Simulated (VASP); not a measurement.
# InMo3Au (Pm-3m) in VASP: single point with LDA

Aim: the single point of InMo3Au with LDA.

All numbers are computed with VASP 6.6.1; they aren't measurements. Logs are shortened: lines on timing, memory, paths and dates and some standing lists are left out, and cuts for length are marked.

## (1) The crystal as given

Symmetry: Pm-3m, No. 221, cubic system. The conventional cell has a = 4.416 Å, b = 4.416 Å, c = 4.416 Å, α = 90.00°, β = 90.00°, γ = 90.00°. In (site symmetry m-3m) has 12 Mo at 3.12 Å as nearest neighbours. Mo (site symmetry 4/mmm) is surrounded by 2 Au at 2.21 Å. Au (site symmetry m-3m) has 6 Mo at 2.21 Å as nearest neighbours.

The cell was built by a generator and needn't be a form met in nature.

## (2) Single point, LDA

Input file INCAR:

```
ALGO = Fast
EDIFF = 1E-6
ENCUT = 520
GGA = CA
ISIF = 2
ISMEAR = -1
LASPH = True
LCHARG = False
LREAL = False
LWAVE = False
NBANDS = 41
NELM = 60
PREC = Accurate
SIGMA = 0.1
```

Input file KPOINTS:

```
k-points
0
Gamma
  8 8 8
```

Input file POSCAR:

```
InMo3Au
1.0
    4.4158428700      0.0000000000      0.0000000000
    0.0000000000      4.4158428700      0.0000000000
    0.0000000000      0.0000000000      4.4158428700
In Mo Au
1 3 1
Direct
    0.0000000000      0.0000000000      0.0000000000
    0.0000000000      0.5000000000      0.5000000000
    0.5000000000      0.0000000000      0.5000000000
    0.5000000000      0.5000000000      0.0000000000
    0.5000000000      0.5000000000      0.5000000000
```

Potentials or basis: VASP PAW LDA potentials, release 64 (In_d, Mo_sv, Au).

On the command line:

```sh
$ cat potpaw_LDA.64/In_d/POTCAR potpaw_LDA.64/Mo_sv/POTCAR potpaw_LDA.64/Au/POTCAR > POTCAR
$ mpirun -np 1 vasp_std > vasp.out
```

OUTCAR:

```text
EDIFF = 1E-6
   ENCUT = 520
   GGA = CA
   ISIF = 2
   ISMEAR = -1
   LASPH = True
   LREAL = False
   NELM = 60
   PREC = Accurate

 ion  position               nearest neighbor table
   1  0.000  0.000  0.000-   2 3.12   3 3.12   4 3.12   2 3.12   3 3.12   2 3.12   4 3.12   2 3.12
                             3 3.12   4 3.12   3 3.12   4 3.12
   2  0.000  0.500  0.500-   5 2.21   5 2.21   4 3.12   1 3.12   1 3.12   4 3.12   1 3.12   3 3.12
                             1 3.12   3 3.12   4 3.12   3 3.12   4 3.12   3 3.12
   3  0.500  0.000  0.500-   5 2.21   5 2.21   4 3.12   1 3.12   1 3.12   4 3.12   2 3.12   4 3.12
                             2 3.12   4 3.12   1 3.12   2 3.12   1 3.12   2 3.12
   4  0.500  0.500  0.000-   5 2.21   5 2.21   3 3.12   1 3.12   2 3.12   3 3.12   2 3.12   1 3.12
                             3 3.12   3 3.12   1 3.12   2 3.12   2 3.12   1 3.12
   5  0.500  0.500  0.500-   2 2.21   3 2.21   4 2.21   4 2.21   3 2.21   2 2.21

  LATTYP: Found a simple cubic cell.
 ALAT       =     4.4158428700

  Lattice vectors:

 A1 = (   4.4158428700,   0.0000000000,   0.0000000000)
 A2 = (   0.0000000000,   4.4158428700,   0.0000000000)
 A3 = (   0.0000000000,   0.0000000000,   4.4158428700)

Analysis of symmetry for initial positions (statically):
=====================================================================
 Subroutine PRICEL returns:
 Original cell was already a primitive cell.

 Routine SETGRP: Setting up the symmetry group for a
 simple cubic supercell.

 Subroutine GETGRP returns: Found 48 space group operations
 (whereof 48 operations were pure point group operations)
 out of a pool of 48 trial point group operations.

The static configuration has the point symmetry O_h .

Analysis of symmetry for dynamics (positions and initial velocities):
=====================================================================
 Subroutine PRICEL returns:
 Original cell was already a primitive cell.

 Routine SETGRP: Setting up the symmetry group for a
 simple cubic supercell.

 Subroutine GETGRP returns: Found 48 space group operations
 (whereof 48 operations were pure point group operations)
 out of a pool of 48 trial point group operations.

The dynamic configuration has the point symmetry O_h .

 Subroutine INISYM returns: Found 48 space group operations
 (whereof 48 operations are pure point group operations),
 and found     1 'primitive' translations

----------------------------------------------------------------------------------------

                                     Primitive cell

  volume of cell :      86.1075

  direct lattice vectors                    reciprocal lattice vectors
     4.415842870  0.000000000  0.000000000     0.226457333  0.000000000  0.000000000
     0.000000000  4.415842870  0.000000000     0.000000000  0.226457333  0.000000000
     0.000000000  0.000000000  4.415842870     0.000000000  0.000000000  0.226457333

  length of vectors
     4.415842870  4.415842870  4.415842870     0.226457333  0.226457333  0.226457333

  position of ions in fractional coordinates (direct lattice)
     0.000000000  0.000000000  0.000000000
     0.000000000  0.500000000  0.500000000
     0.500000000  0.000000000  0.500000000
     0.500000000  0.500000000  0.000000000
     0.500000000  0.500000000  0.500000000

  ion indices of the primitive-cell ions
   primitive index   ion index
                 1           1
                 2           2
                 3           3
                 4           4
                 5           5

----------------------------------------------------------------------------------------

 KPOINTS: k-points

Automatic generation of k-mesh.
 Grid dimensions read from file:
 generate k-points for:    8    8    8

 Generating k-lattice:

  Cartesian coordinates                     Fractional coordinates (reciprocal lattice)
     0.028307167  0.000000000  0.000000000     0.125000000  0.000000000  0.000000000
     0.000000000  0.028307167  0.000000000     0.000000000  0.125000000  0.000000000
     0.000000000  0.000000000  0.028307167     0.000000000  0.000000000  0.125000000

  Length of vectors
     0.028307167  0.028307167  0.028307167

  Shift w.r.t. Gamma in fractional coordinates (k-lattice)
     0.000000000  0.000000000  0.000000000

 Subroutine IBZKPT returns following result:
 ===========================================

 Found     35 irreducible k-points:

 Following reciprocal coordinates:
            Coordinates               Weight
  0.000000  0.000000  0.000000      1.000000
  0.125000  0.000000  0.000000      6.000000
  0.250000  0.000000  0.000000      6.000000
  0.375000  0.000000  0.000000      6.000000
  0.500000  0.000000  0.000000      3.000000
  0.125000  0.125000  0.000000     12.000000
[... 16 lines left out ...]
  0.375000  0.375000  0.125000     24.000000
  0.500000  0.375000  0.125000     24.000000
 [... further k-points ...]
   k-points           NKPTS =     35   k-points in BZ     NKDIM =     35   number of bands    NBANDS=     41
   number of dos      NEDOS =    301   number of ions     NIONS =      5
   total plane-waves  NPLWV =  46656
   dimension x,y,z NGX =    36 NGY =   36 NGZ =   36
   dimension x,y,z NGXF=    72 NGYF=   72 NGZF=   72
   ions per type =               1   3   1
   NGX,Y,Z   is equivalent  to a cutoff of  13.55, 13.55, 13.55 a.u.
   NGXF,Y,Z  is equivalent  to a cutoff of  27.11, 27.11, 27.11 a.u.
 SYSTEM =  unknown system
   PREC   = accura    normal or accurate (medium, high low for compatibility)
   ISTART =      0    job   : 0-new  1-cont  2-samecut
   ICHARG =      2    charge: 1-file 2-atom 10-const
   ISPIN  =      1    spin polarized calculation?
   LNONCOLLINEAR =      F non collinear calculations
   LSORBIT =      F    spin-orbit coupling
   LASPH  =      T    aspherical Exc in radial PAW
   ENCUT  =  520.0 eV  38.22 Ry    6.18 a.u.   8.21  8.21  8.21*2*pi/ulx,y,z
   NELM   =     60;   NELMIN=  2; NELMDL= -5     # of ELM steps
   EDIFF  = 0.1E-05   stopping-criterion for ELM
   LREAL  =      F    real-space projection
   EDIFFG = 0.1E-04   stopping-criterion for IOM
   NSW    =      0    number of steps for IOM
   IBRION =     -1    ionic relax: 0-MD 1-quasi-New 2-CG
   NFREE  =      0    steps in history (QN), initial steepest desc. (CG)
   ISIF   =      2    stress and relaxation
   ISYM   =      2    0-nonsym 1-usesym 2-fastsym
   POTIM  = 0.5000    time-step for ionic-motion
   TEBEG  =    0.0;   TEEND  =   0.0 temperature during run
   PSTRESS=    0.0 pullay stress
   NELECT =      66.0000    total number of electrons
   NUPDOWN=      -1.0000    fix difference up-down
   EMIN   =  10.00;   EMAX   =-10.00  energy-range for DOS
   EFERMI =   0.00;   METHOD = LEGACY
   ISMEAR =    -1;   SIGMA  =   0.10  broadening in eV -4-tet -1-fermi 0-gaus
   EFERMI_NEDOS =   21; number of points for ismear=-14 and -15
   IALGO  =     68    algorithm
   IMIX   =      4    mixing-type and parameters
     AMIX     =   0.40;   BMIX     =  1.00
     AMIX_MAG =   1.60;   BMIX_MAG =  1.00
  volume/ion in A,a.u.               =      17.22       116.22
  Fermi-wavevector in a.u.,A,eV,Ry     =   1.498221  2.831227 30.540535  2.244666
  Thomas-Fermi vector in A             =   2.610008
   LORBIT       =      0    0 simple, 1 ext, 2 COOP (PROOUT), +10 PAW based schemes
   GGA     = CA    functional components
   LHFCALC =     F    Hartree Fock is set to
   AEXX    =    0.0000 exact exchange contribution
   IVDW    =     0    specifies the selected vdW correction
   LEPSILON=     F    determine dielectric tensor
   LRPA    =     F    only Hartree local field effects (RPA)
 non-spin polarized calculation
 RMM-DIIS sequential band-by-band and
  energy-cutoff  :      520.00
  volume of cell :       86.11
 maximum number of plane-waves:      2360
 NGX is ok and might be reduce to    36
   NGX = 17   NGY = 17   NGZ = 17

 number of electron      65.9999981 magnetization

 Free energy of the ion-electron system (eV)
  ---------------------------------------------------
  ext. energy  EPLUGINS =         0.00000000
  ---------------------------------------------------
  free energy    TOTEN  =       -30.51561134 eV

  energy without entropy =      -30.36016787  energy(sigma->0) =      -30.43788960

 E-fermi :  11.4011     XC(G=0): -12.7503

 val. band max:       11.3982185926   @ k =   0.3750   0.2500   0.2500
 cond. band min:      11.4222561673   @ k =   0.3750   0.1250   0.0000
 fundamental gap:      0.0240375747
 Fermi energy:        11.4010985007

 k-point     1 :       0.0000    0.0000    0.0000
  band No.  band energies     occupation
      1     -49.6035      2.00000
      2     -49.5376      2.00000
      3     -49.5376      2.00000
      4     -24.4035      2.00000
      5     -24.4035      2.00000
      6     -24.4035      2.00000
[... 33 lines left out ...]
     40      15.0222      0.00000
     41      15.2073      0.00000

 k-point     2 :       0.1250    0.0000    0.0000
  band No.  band energies     occupation
      1     -49.6001      2.00000
      2     -49.5376      2.00000
      3     -49.5371      2.00000
      4     -24.4387      2.00000
      5     -24.4008      2.00000
      6     -24.4008      2.00000
[... 33 lines left out ...]
     40      14.6500      0.00000
     41      15.1814      0.00000

 k-point     3 :       0.2500    0.0000    0.0000
  band No.  band energies     occupation
      1     -49.5920      2.00000
      2     -49.5375      2.00000
      3     -49.5354      2.00000
      4     -24.5253      2.00000
      5     -24.3941      2.00000
      6     -24.3941      2.00000
[... 875 lines left out ...]
      2     -49.5337      2.00000
      3     -49.5329      2.00000
      4     -24.7285      2.00000
      5     -24.5047      2.00000
      6     -24.3998      2.00000
[... 33 lines left out ...]
     40      13.6745      0.00000
     41      14.1851      0.00000

 k-point    24 :       0.5000    0.3750    0.1250
  band No.  band energies     occupation
      1     -49.5582      2.00000
      2     -49.5333      2.00000
      3     -49.5321      2.00000
      4     -24.7577      2.00000
      5     -24.5137      2.00000
      6     -24.3976      2.00000
[... 33 lines left out ...]
     40      13.7164      0.00000
     41      13.8641      0.00000

 [... further k-points ...]

------------------------ aborting loop because EDIFF is reached ----------------------------------------

  FORCE on cell =-STRESS in cart. coord.  units (eV):
  Direction    XX          YY          ZZ          XY          YZ          ZX
  --------------------------------------------------------------------------------------
  -------------------------------------------------------------------------------------
  Total       29.3307424     29.3307424     29.3307424      0.0000000      0.0000000     -0.0000000
  in kB      545.7488182    545.7488182    545.7488182      0.0000000      0.0000000     -0.0000000
  external PRESSURE =     545.7488182 kB  Pullay stress =       0.0000000 kB

 VOLUME and BASIS-vectors are now :
 -----------------------------------------------------------------------------
  energy-cutoff  :      520.00
  volume of cell :       86.11
      direct lattice vectors                 reciprocal lattice vectors
     4.415842870  0.000000000  0.000000000     0.226457333  0.000000000  0.000000000
     0.000000000  4.415842870  0.000000000     0.000000000  0.226457333  0.000000000
     0.000000000  0.000000000  4.415842870     0.000000000  0.000000000  0.226457333

 POSITION                                       TOTAL-FORCE (eV/Angst)
 -----------------------------------------------------------------------------------
      0.00000      0.00000      0.00000         0.000000      0.000000      0.000000
      0.00000      2.20792      2.20792         0.000000      0.000000      0.000000
      2.20792      0.00000      2.20792         0.000000      0.000000      0.000000
      2.20792      2.20792      0.00000         0.000000      0.000000      0.000000
      2.20792      2.20792      2.20792         0.000000      0.000000      0.000000
 -----------------------------------------------------------------------------------
    total drift:                                0.000000      0.000000      0.000000

  FREE ENERGIE OF THE ION-ELECTRON SYSTEM (eV)
  ---------------------------------------------------
  free  energy   TOTEN  =       -30.5156113366 eV

  energy  without entropy=      -30.3601678721  energy(sigma->0) =      -30.43788960
```

Wall time 3.6 min (1 thread of AMD EPYC 7R43 (Zen 3), shared host); peak memory 0.22 GiB.

What came out:

```yaml
Free_energy: -30.5156 eV
Pressure: 54.6 GPa
Band_gap_on_the_k_mesh: none (metal or under the smearing width)
```

Levels at points of the mesh, in eV from the Fermi level:
```csv
k point,band 29,band 30,band 31,band 32,band 33,band 34,band 35,band 36,band 37,band 38
"(0.00, 0.00, 0.00)",-0.48,-0.26,-0.26,-0.26,0.81,0.81,0.81,1.69,1.69,1.69
"(0.50, 0.00, 0.00)",-1.74,-1.74,-1.61,-0.63,-0.58,0.24,0.57,0.94,0.94,1.69
"(0.50, 0.50, 0.00)",-2.70,-2.70,-1.26,-1.26,-0.63,-0.15,0.43,0.60,0.76,0.76
"(0.50, 0.50, 0.50)",-1.94,-1.94,-1.22,-1.22,-1.22,-1.11,-1.11,-1.11,0.59,0.59
```

Caveat: a pressure of tens of GPa on the cell as given is suspect, and the run, the potentials or the cell itself is likely at fault. Spin-orbit coupling is left out, which matters for the levels of Au.
